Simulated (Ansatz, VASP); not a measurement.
# WC (Qusongite) in two plane-wave programs

Aim: how closely do two programs agree when they are given the same cell, functional and k mesh? The cell is taken from a series of runs on this material, whose earlier steps may have relaxed, scaled, displaced or heated it; both programs get it as it stands.

Method: plane waves, with VASP 6.6.1 beside it; zone-centre phonons at PBEsol, in Ansatz 0.2.0.

## (1) The structure

It takes space group P-6m2 (No. 187, hexagonal). Conventional cell: a = 2.928 Å, b = 2.928 Å, c = 2.817 Å, α = 90.00°, β = 90.00°, γ = 120.00°. Nearest to C lie 6 W at 2.20 Å. Nearest to W lie 6 C at 2.20 Å. Farther neighbours are not listed.

## (2) VASP: zone-centre phonons, PBEsol

Second derivatives magnify differences that forces hide, and they need a tight electronic threshold.

Lines of VASP's logs that name or quote its potential files are left out, and so is its time.

INCAR

```
SYSTEM = WC
PREC = Accurate
ENCUT = 600
EDIFF = 1E-08
NELM = 120
ISMEAR = 1
SIGMA = 0.2
LREAL = .FALSE.
ALGO = Normal
GGA = PS
NBANDS = 11
LASPH = .TRUE.
LORBIT = 11
LWAVE = .FALSE.
LCHARG = .FALSE.
ISIF = 2
IBRION = 8
GGA_COMPAT = .FALSE.
KPAR = 2
```

POSCAR

```
WC
1.0
    2.9275816100      0.0000000000      0.0000000000
   -1.4637908050      2.5353600459      0.0000000000
    0.0000000000      0.0000000000      2.8174646549
C W
1 1
Direct
    0.6666666667      0.3333333333      0.5000000000
    0.0000000000      0.0000000000      0.0000000000
```

KPOINTS

```
Automatic mesh
0
Gamma
18 18 16
0 0 0
```

PAW data sets: C and W (PBE family, release 64).

Launch:

```console
$ mpirun -np 2 vasp_std
```

Numbers of over 12 decimals in the logs are rounded to 6 here.

The log of the run:

```text
[banner, memory and clock lines left out]
running    2 mpi-ranks, on    1 nodes
 distrk:  each k-point on    1 cores,    2 groups
 distr:  one band on    1 cores,    1 groups

 POSCAR found type information on POSCAR C W
 POSCAR found :  2 types and       2 ions
|                                                                             |
|               ----> ADVICE to this user running VASP <----                  |
|                                                                             |
|     You enforced a specific xc type in the INCAR file but a different       |
|     [... a line on the potential file left out ...]
|     I HOPE YOU KNOW WHAT YOU ARE DOING!                                     |
|                                                                             |

 LDA part: xc-table for (Slater+PW92), standard interpolation
 POSCAR, INCAR and KPOINTS ok, starting setup
 FFT: planning ... GRIDC
 FFT: planning ... GRID_SOFT
 FFT: planning ... GRID
 WAVECAR not read
 entering main loop
       N       E                     dE             d eps       ncg     rms          rms(c)
DAV:   1     0.281272348464E+02    0.28127E+02   -0.54413E+03  7326   0.926E+02
DAV:   2    -0.247109176069E+02   -0.52838E+02   -0.50317E+02  8395   0.214E+02
DAV:   3    -0.269444988184E+02   -0.22336E+01   -0.22052E+01  9207   0.367E+01
DAV:   4    -0.269594085760E+02   -0.14910E-01   -0.14905E-01  8064   0.348E+00
DAV:   5    -0.269594717449E+02   -0.63169E-04   -0.63168E-04  9000   0.228E-01    0.340E+01
DAV:   6    -0.240965168887E+02    0.28630E+01   -0.12714E+01  8815   0.219E+01    0.112E+01
DAV:   7    -0.240166182906E+02    0.79899E-01   -0.62176E-01  7506   0.624E+00    0.822E+00
DAV:   8    -0.239752594725E+02    0.41359E-01   -0.11354E-01  8066   0.250E+00    0.205E+00
DAV:   9    -0.239694403204E+02    0.58192E-02   -0.15055E-02  7938   0.788E-01    0.139E-01
DAV:  10    -0.239693525084E+02    0.87812E-04   -0.92551E-04  8526   0.269E-01    0.186E-01
DAV:  11    -0.239693362777E+02    0.16231E-04   -0.11498E-04  8990   0.734E-02    0.115E-02
DAV:  12    -0.239693330792E+02    0.31985E-05   -0.83150E-06  8423   0.191E-02    0.122E-02
DAV:  13    -0.239693330392E+02    0.39973E-07   -0.67220E-07  9066   0.691E-03    0.112E-03
DAV:  14    -0.239693330319E+02    0.72977E-08   -0.18764E-08  6596   0.115E-03
   1 F= -.23969333E+02 E0= -.23969038E+02  d E =-.886206E-03
 Linear response reoptimize wavefunctions to high precision
DAV:   1    -0.239693330419E+02   -0.99835E-08   -0.24230E-09  7512   0.385E-04
DAV:   2    -0.239693330419E+02   -0.39790E-11   -0.57468E-11  3873   0.744E-05
 Linear response DOF=           4
 Linear response progress:
  Degree of freedom:   1/  4
       N       E                     dE             d eps       ncg     rms          rms(c)
RMM:   1    -0.117494952151E+00   -0.11749E+00    0.48014E-02 76002   0.205E+00
RMM:   2    -0.115461038469E+00    0.20339E-02   -0.21868E-03 50525   0.438E-01    0.206E-01
RMM:   3    -0.115744493632E+00   -0.28346E-03   -0.42056E-04 48075   0.139E-01    0.111E-01
RMM:   4    -0.116473122495E+00   -0.72863E-03   -0.30657E-04 48096   0.112E-01    0.257E-02
RMM:   5    -0.116430468566E+00    0.42654E-04   -0.43868E-06 52626   0.190E-02    0.138E-03
RMM:   6    -0.116445106834E+00   -0.14638E-04   -0.23908E-07 52682   0.250E-03    0.460E-04
RMM:   7    -0.116441701312E+00    0.34055E-05    0.10331E-08 53629   0.433E-04    0.857E-05
RMM:   8    -0.116441913294E+00   -0.21198E-06    0.20564E-08 53702   0.769E-05    0.289E-05
RMM:   9    -0.116441792517E+00    0.12078E-06   -0.64871E-10 55908   0.185E-05    0.385E-06
RMM:  10    -0.116441776919E+00    0.15599E-07   -0.51376E-10 51312   0.446E-06    0.784E-07
RMM:  11    -0.116441773916E+00    0.30030E-08   -0.16382E-09 36902   0.274E-06    0.221E-07
 first order change of Fermi-energy   0.36384E-05
 force on displaced ion       1 direction 1 : -15.484   0.002   0.000
 Linear response progress:
  Degree of freedom:   2/  4
       N       E                     dE             d eps       ncg     rms          rms(c)
RMM:   1    -0.120690348361E+00   -0.12069E+00    0.57852E-02 26741   0.213E+00
RMM:   2    -0.119436208014E+00    0.12541E-02   -0.23166E-03 17917   0.457E-01    0.181E-01
RMM:   3    -0.119618925713E+00   -0.18272E-03   -0.70375E-04 16985   0.173E-01    0.886E-02
RMM:   4    -0.120483404141E+00   -0.86448E-03   -0.51444E-04 17401   0.135E-01    0.209E-02
RMM:   5    -0.120464845697E+00    0.18558E-04   -0.86908E-06 18434   0.220E-02    0.271E-03
RMM:   6    -0.120498304957E+00   -0.33459E-04   -0.66820E-07 17861   0.526E-03    0.449E-04
RMM:   7    -0.120498100243E+00    0.20471E-06   -0.16184E-08 18933   0.852E-04    0.212E-04
RMM:   8    -0.120496790968E+00    0.13093E-05   -0.26500E-09 18838   0.120E-04    0.351E-05
RMM:   9    -0.120496715671E+00    0.75297E-07    0.15916E-09 19245   0.359E-05    0.121E-05
RMM:  10    -0.120496652771E+00    0.62899E-07   -0.91528E-10 19459   0.158E-05    0.817E-07
RMM:  11    -0.120496655251E+00   -0.24799E-08   -0.37775E-10 16938   0.328E-06    0.333E-07
 first order change of Fermi-energy   0.29130E-03
 force on displaced ion       1 direction 3 :  -0.000  -0.000 -14.199
 Linear response progress:
  Degree of freedom:   3/  4
       N       E                     dE             d eps       ncg     rms          rms(c)
RMM:   1    -0.109527228551E+00   -0.10953E+00   -0.87952E-02 64707   0.191E+00
RMM:   2    -0.106579607838E+00    0.29476E-02   -0.18792E-03 49584   0.351E-01    0.208E-01
RMM:   3    -0.105641353315E+00    0.93825E-03   -0.32226E-04 51794   0.112E-01    0.122E-01
RMM:   4    -0.105209933094E+00    0.43142E-03   -0.51642E-04 51785   0.140E-01    0.189E-02
RMM:   5    -0.105229115343E+00   -0.19182E-04    0.58034E-07 53771   0.166E-02    0.384E-03
RMM:   6    -0.105231439809E+00   -0.23245E-05   -0.18849E-07 53513   0.222E-03    0.135E-03
RMM:   7    -0.105231467122E+00   -0.27313E-07    0.11589E-08 53074   0.996E-04    0.113E-04
RMM:   8    -0.105230563085E+00    0.90404E-06   -0.59124E-08 54919   0.203E-04    0.217E-05
RMM:   9    -0.105230571178E+00   -0.80934E-08   -0.25881E-08 56035   0.337E-05    0.534E-06
 first order change of Fermi-energy  -0.57722E-04
 force on displaced ion       2 direction 1 : -15.486   0.002   0.000
 Linear response progress:
  Degree of freedom:   4/  4
       N       E                     dE             d eps       ncg     rms          rms(c)
RMM:   1    -0.114002641340E+00   -0.11400E+00   -0.95051E-02 23755   0.197E+00
RMM:   2    -0.110324264357E+00    0.36784E-02   -0.22517E-03 17458   0.397E-01    0.171E-01
RMM:   3    -0.109654071318E+00    0.67019E-03   -0.22251E-04 18248   0.104E-01    0.952E-02
RMM:   4    -0.109514259080E+00    0.13981E-03   -0.38426E-04 17997   0.130E-01    0.142E-02
RMM:   5    -0.109531233356E+00   -0.16974E-04   -0.30014E-06 19012   0.134E-02    0.435E-03
RMM:   6    -0.109543288674E+00   -0.12055E-04   -0.81053E-08 18953   0.207E-03    0.106E-03
RMM:   7    -0.109544107529E+00   -0.81886E-06   -0.72938E-09 18623   0.672E-04    0.271E-04
RMM:   8    -0.109543874448E+00    0.23308E-06   -0.64615E-10 19368   0.194E-04    0.751E-05
RMM:   9    -0.109543390726E+00    0.48372E-06    0.31831E-09 19515   0.607E-05    0.553E-06
RMM:  10    -0.109543368570E+00    0.22156E-07    0.19911E-09 19883   0.115E-05    0.190E-06
RMM:  11    -0.109543367748E+00    0.82177E-09   -0.49946E-10 15977   0.380E-06    0.337E-07
 first order change of Fermi-energy  -0.40737E-03
 force on displaced ion       2 direction 3 :  -0.000   0.000 -14.204
 Linear response finished
```

OUTCAR, selected parts (step 2):

```text
ion  position               nearest neighbor table
   1  0.667  0.333  0.500-   2 2.20   2 2.20   2 2.20   2 2.20   2 2.20   2 2.20
   2  0.000  0.000  0.000-   1 2.20   1 2.20   1 2.20   1 2.20   1 2.20   1 2.20

  LATTYP: Found a hexagonal cell.
 ALAT       =     2.9275816100
 C/A-ratio  =     0.9623863756

 Subroutine GETGRP returns: Found 12 space group operations
 (whereof 12 operations were pure point group operations)

The static configuration has the point symmetry D_3h.

 Found    333 irreducible k-points:

   k-points           NKPTS =    333   k-points in BZ     NKDIM =    333   number of bands    NBANDS=     11

   dimension x,y,z NGX =    24 NGY =   24 NGZ =   24
   dimension x,y,z NGXF=    48 NGYF=   48 NGZF=   48

   ENCUT  =  600.0 eV  44.10 Ry    6.64 a.u.   5.85  5.85  5.63*2*pi/ulx,y,z

   NELECT =      10.0000    total number of electrons

 k-points in reciprocal lattice and weights: Automatic mesh
   0.00000000  0.00000000  0.00000000       0.000
   0.05555556 -0.00000000  0.00000000       0.001
   0.11111111 -0.00000000  0.00000000       0.001
   0.16666667 -0.00000000  0.00000000       0.001
   0.22222222 -0.00000000  0.00000000       0.001
   0.27777778 -0.00000000  0.00000000       0.001
   0.33333333 -0.00000000  0.00000000       0.001
   0.38888889 -0.00000000  0.00000000       0.001
   0.44444444 -0.00000000  0.00000000       0.001
[...]
0.33333333  0.27777778  0.50000000       0.002
   0.33333333  0.33333333  0.50000000       0.000

 average (electrostatic) potential at core
       1 -46.4066       2 -37.1811

  Total       -1.2238677     -1.2238677     -0.0868837      0.0000000     -0.0000000     -0.0000000
  in kB      -93.7643908    -93.7643908     -6.6564397      0.0000000     -0.0000000     -0.0000000
  external PRESSURE =     -64.7284071 kB  Pullay stress =       0.0000000 kB

  energy-cutoff  :      600.00
  volume of cell :       20.91
      direct lattice vectors                 reciprocal lattice vectors
     2.927581610  0.000000000  0.000000000     0.341578864  0.197210649  0.000000000
    -1.463790805  2.535360046  0.000000000     0.000000000  0.394421298  0.000000000
     0.000000000  0.000000000  2.817464655     0.000000000  0.000000000  0.354929031

 POSITION                                       TOTAL-FORCE (eV/Angst)
 -----------------------------------------------------------------------------------
      1.46379      0.84512      1.40873         0.000000     -0.000000      0.000000
      0.00000      0.00000      0.00000        -0.000000      0.000000      0.000000
 -----------------------------------------------------------------------------------
    total drift:                               -0.000000      0.000000      0.000000

 Eigenvectors and eigenvalues of the dynamical matrix
 ----------------------------------------------------

   1 f  =   18.320897 THz   115.113592 2PiTHz  611.119351 cm-1    75.769109 meV
             X         Y         Z           dx          dy          dz
      1.463791  0.845120  1.408732     0.968849    0.000000    0.000000
      0.000000  0.000000  0.000000    -0.247653    0.000000    0.000000

   2 f  =   18.320897 THz   115.113592 2PiTHz  611.119351 cm-1    75.769109 meV
             X         Y         Z           dx          dy          dz
      1.463791  0.845120  1.408732     0.000000    0.968849    0.000000
      0.000000  0.000000  0.000000     0.000000   -0.247653    0.000000

   3 f  =   17.544623 THz   110.236118 2PiTHz  585.225633 cm-1    72.558698 meV
             X         Y         Z           dx          dy          dz
      1.463791  0.845120  1.408732     0.000000    0.000000    0.968843
      0.000000  0.000000  0.000000     0.000000    0.000000   -0.247677

   4 f/i=    0.000298 THz     0.001872 2PiTHz    0.009936 cm-1     0.001232 meV
             X         Y         Z           dx          dy          dz
      1.463791  0.845120  1.408732     0.000000   -0.247653    0.000000
      0.000000  0.000000  0.000000     0.000000   -0.968849    0.000000

   5 f/i=    0.000298 THz     0.001872 2PiTHz    0.009936 cm-1     0.001232 meV
             X         Y         Z           dx          dy          dz
      1.463791  0.845120  1.408732    -0.247653    0.000000    0.000000
      0.000000  0.000000  0.000000    -0.968849    0.000000    0.000000

   6 f/i=    0.000718 THz     0.004511 2PiTHz    0.023948 cm-1     0.002969 meV
             X         Y         Z           dx          dy          dz
      1.463791  0.845120  1.408732     0.000000    0.000000   -0.247677
      0.000000  0.000000  0.000000     0.000000    0.000000   -0.968843

 ELASTIC MODULI CONTR FROM IONIC RELAXATION (kBar)
 Direction    XX          YY          ZZ          XY          YZ          ZX
 --------------------------------------------------------------------------------
 XX        -144.0433    144.0433      0.0000     -0.0000      0.0000      0.0000
 YY         144.0433   -144.0433      0.0000      0.0000      0.0000      0.0000
 ZZ           0.0000      0.0000      0.0000      0.0000      0.0000      0.0000
 XY          -0.0000      0.0000      0.0000   -144.0433      0.0000      0.0000
 YZ           0.0000      0.0000      0.0000      0.0000      0.0000      0.0000
 ZX           0.0000      0.0000      0.0000      0.0000      0.0000      0.0000
 --------------------------------------------------------------------------------
```

The data set W keeps the semicore shell frozen, which is cheaper and a little less accurate.

(Continued in part 2 of 2.)

[Lines on the potential files, build, host, timing and source positions are cut from VASP's logs without a mark.]

[Logs are printed without paths, hosts, clocks, repeated set-up lines and the standing remarks that a program may print on its own settings, such as how far it seeks lower states.]

[Hosts, paths, dates, database ids (printed as entryN), source tags and the programs' standing remarks are cut or masked in the printed files.]
